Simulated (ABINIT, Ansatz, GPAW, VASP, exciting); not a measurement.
## Cd2S: 5 runs at one level of theory

```xyz
3
Lattice="3.9627 0.0000 0.0000 -1.9813 3.4318 0.0000 0.0000 0.0000 5.8092" Properties=species:S:1:pos:R:3 pbc="T T T"
Cd    0.0000    2.2878    5.4183
Cd    1.9813    1.1439    3.3620
S     0.0000    2.2878    2.1245
```

The cell comes from a database or a generator and needn't be the stable form of this composition.

Alike in all runs: task single point; functional PBEsol; k mesh 8 × 8 × 5; occupations fermi-dirac, width 0.05 eV; no spin polarisation; no spin-orbit coupling. Pressure is positive in compression and, in plane waves, holds the error of the finite cutoff, which Ansatz's Pulay term estimates and takes out.

```json
{"program and potentials": "Ansatz, Ansatz PAW", "plane-wave cutoff (eV)": "420", "notes": "potentials made for PBE, which Ansatz adapts in part; 15.33 valence electrons an atom on average; Pulay term of +0.02 GPa included", "pressure (GPa)": "-3.01", "largest force (eV/Å)": "0.145"}
{"program and potentials": "exciting, all-electron LAPW+lo, shipped species files, valence relativity iora*", "plane-wave cutoff (eV)": "-", "notes": "-", "pressure (GPa)": "-", "largest force (eV/Å)": "0.123"}
{"program and potentials": "VASP, PBE PAW files Cd, S, 520 eV", "plane-wave cutoff (eV)": "520", "notes": "potentials made for PBE; 10 valence electrons an atom on average", "pressure (GPa)": "-2.73", "largest force (eV/Å)": "0.119"}
{"program and potentials": "GPAW, PAW data sets generated for this functional", "plane-wave cutoff (eV)": "600", "notes": "10 valence electrons an atom on average", "pressure (GPa)": "-3.25", "largest force (eV/Å)": "0.138"}
{"program and potentials": "ABINIT, JTH PAW PBE v2.0", "plane-wave cutoff (eV)": "599", "notes": "potentials made for PBE; 10 valence electrons an atom on average", "pressure (GPa)": "-3.01", "largest force (eV/Å)": "0.135"}
```

Force on atom 2 (Cd), eV/Å:

```tsv
program and potentials	x	y	z
Ansatz, Ansatz PAW	0.000	0.000	-0.145
exciting, all-electron LAPW+lo, shipped species files, valence relativity iora*	0.000	0.000	-0.123
VASP, PBE PAW files Cd, S, 520 eV	0.000	0.000	-0.119
GPAW, PAW data sets generated for this functional	0.000	0.000	-0.138
ABINIT, JTH PAW PBE v2.0	0.000	0.000	-0.135
```

The pressure spans -3.25 (GPAW, PAW data sets generated for this functional) to -2.73 GPa (VASP, PBE PAW files Cd, S, 520 eV).

The functional is the same throughout but for its coding, so the spread measures potentials, basis and numerics; runs on potential files found faulty are left out.

All four reported pressures are negative, so at the PBEsol level this cell is stretched and would tend to contract. A likely reason is that the geometry came from a functional such as PBE, which usually gives longer bonds; PBEsol's weaker gradient enhancement of exchange favours denser solids. The force on the second Cd points towards the neighbouring sulfur layer and away from the other Cd layer, suggesting that Cd–S attraction is not quite balanced at these positions. Its in-plane components vanish by the threefold symmetry, leaving the layer spacing free to relax.

The codes differ far less in pressure than the pressure itself departs from zero, so the sign is robust. Treating more Cd semicore electrons as valence doesn't explain the spread: Ansatz and ABINIT both give -3.01 GPa, while the two extremes share the same valence count. Because pressure averages the stress over directions, it doesn't show whether the contraction would occur mainly within the layers or along the stacking axis.
